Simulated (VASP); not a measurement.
Output of a VASP run:

### OSZICAR
```
       N       E                     dE             d eps       ncg     rms          rms(c)
DAV:   1    -0.242115899172E+01   -0.24212E+01   -0.43407E+03  7872   0.890E+02
DAV:   2    -0.214333909811E+02   -0.19012E+02   -0.18701E+02 11456   0.114E+02
DAV:   3    -0.216558565347E+02   -0.22247E+00   -0.22247E+00  9304   0.143E+01
DAV:   4    -0.216567131881E+02   -0.85665E-03   -0.85665E-03 12712   0.865E-01
DAV:   5    -0.216567136594E+02   -0.47132E-06   -0.47132E-06  9224   0.132E-02    0.665E+00
DAV:   6    -0.205623679428E+02    0.10943E+01   -0.12316E+00  8896   0.780E+00    0.378E+00
DAV:   7    -0.202256568472E+02    0.33671E+00   -0.12103E+00 10088   0.767E+00    0.103E+00
DAV:   8    -0.202245468864E+02    0.11100E-02   -0.11978E-02  9456   0.996E-01    0.104E-01
DAV:   9    -0.202242762460E+02    0.27064E-03   -0.80114E-04 11264   0.209E-01    0.507E-02
DAV:  10    -0.202242809537E+02   -0.47077E-05   -0.40309E-05  9512   0.543E-02    0.225E-02
DAV:  11    -0.202242803173E+02    0.63645E-06   -0.16861E-06 10784   0.113E-02    0.239E-03
DAV:  12    -0.202242803322E+02   -0.14922E-07   -0.24695E-08  8392   0.153E-03
   1 F= -.20224280E+02 E0= -.20224280E+02  d E =0.000000E+00
```

**OUTCAR**
```
------------------------ aborting loop because EDIFF is reached ----------------------------------------
  FORCE on cell =-STRESS in cart. coord.  units (eV):
  Direction    XX          YY          ZZ          XY          YZ          ZX
  --------------------------------------------------------------------------------------
  Total        0.0156899     -0.0033878      0.0159235      0.0000000      0.0000000     -0.0048354
  in kB        1.4677263     -0.3169124      1.4895817      0.0000000      0.0000000     -0.4523289
  external PRESSURE =       0.8801319 kB  Pullay stress =       0.0000000 kB
  volume of cell :       17.13
      direct lattice vectors                 reciprocal lattice vectors
     2.119117515 -1.223669176 -0.003825415     0.236125263 -0.408607171  0.098598737
     2.119117515  1.223669176 -0.003825415     0.236125263  0.408607171  0.098598737
    -1.380045581  0.000000000  3.304947270     0.000546621  0.000000000  0.302804941
 POSITION                                       TOTAL-FORCE (eV/Angst)
 -----------------------------------------------------------------------------------
      3.53191      0.00000     -0.00581        -0.005410      0.000000      0.000049
     -0.67372      0.00000      3.30310         0.005410      0.000000     -0.000049
 -----------------------------------------------------------------------------------
    total drift:                                0.000000     -0.000000     -0.000000
  FREE ENERGIE OF THE ION-ELECTRON SYSTEM (eV)
  ---------------------------------------------------
  free  energy   TOTEN  =       -20.2242803322 eV

  energy  without entropy=      -20.2242803322  energy(sigma->0) =      -20.22428033

 total charge

# of ion       s       p       d       tot
------------------------------------------
    1        0.859   1.812   0.000   2.671
    2        0.859   1.812   0.000   2.671
--------------------------------------------------
tot          1.718   3.625   0.000   5.343
```
(Selected blocks of OUTCAR.)

**POSCAR**
```
C
1
    2.1191175153    -1.2236691757    -0.0038254151
    2.1191175153     1.2236691757    -0.0038254151
   -1.3800455813     0.0000000000     3.3049472699
C
2
Direct
  0.8333998235   0.8333998235   0.0001719610
  0.1666001765   0.1666001765   0.9998280390
```

Problem. Reconstruct the remaining input files.

Solution. This is not unique; one that fits is the input of the run itself, LDA (Ceperley-Alder, Perdew-Zunger), plane waves, VASP's LDA PAW potentials (set 64).

INCAR:
```
ALGO=Normal
EDIFF=1E-7
ENCUT=520
ISIF=2
ISMEAR=-5
LASPH=.TRUE.
LCHARG=.TRUE.
LORBIT=11
LREAL=.FALSE.
LWAVE=.FALSE.
NEDOS=601
NELM=100
PREC=Accurate
SYSTEM=C
```

File KPOINTS:
```
Automatic mesh
0
Gamma
14 14 9
0 0 0
```

POTCAR, in this order: C (LDA.64 set). Program: vasp_std.

The structure comes from a computed database's C entry (C2/m); how it stands against other phases isn't given here. It was relaxed first, which changed the volume by -6 %.
